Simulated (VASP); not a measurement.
Here is the system:

Space group Fm-3m (No. 225); a = 4.975 Å, b = 4.975 Å, c = 4.975 Å, α = 90.00°, β = 90.00°, γ = 90.00°

```
atom  site  symmetry       x       y       z
----  ----  --------  ------  ------  ------
Pb      4a      m-3m  0.0000  0.0000  0.0000
```
(The calculation used a cell of 1 atom; values per cell refer to that cell.)

Computed with optB86b-vdW, VASP's PBE PAW potentials (set 64) (plane waves; VASP). Run with 520 eV cut-off, 13×13×13 Γ-centred mesh, first-order Methfessel-Paxton smearing of 0.10 eV, potentials Pb_d.

Question: Give the energy at these volumes per atom, relative to the lowest: 28.81, 29.73, 30.65, 31.57, 32.49 Å³.

Answer: 20.4, 5.4, 0.0, 2.5, 11.2 meV/atom. A third-order Birch-Murnaghan fit gives B0 = 44.0 GPa and B0′ = 6.0.

Measured: bulk modulus 47.0 GPa at 0 K (computed value off by -6.4 %), as given by H. Levämäki et al., Physical Review B (2014), arXiv:1402.3671 [corrected for temperature and zero-point phonon effects]; a 4.902 Å at 0 K (computed value off by +1.5 %), as given by Gábor I. Csonka et al., Physical Review B (2009), arXiv:0903.4037 [low-temperature or extrapolated to 0 K; zero-point anharmonic expansion removed].

The compound is Pb in the fcc structure. It was relaxed first.
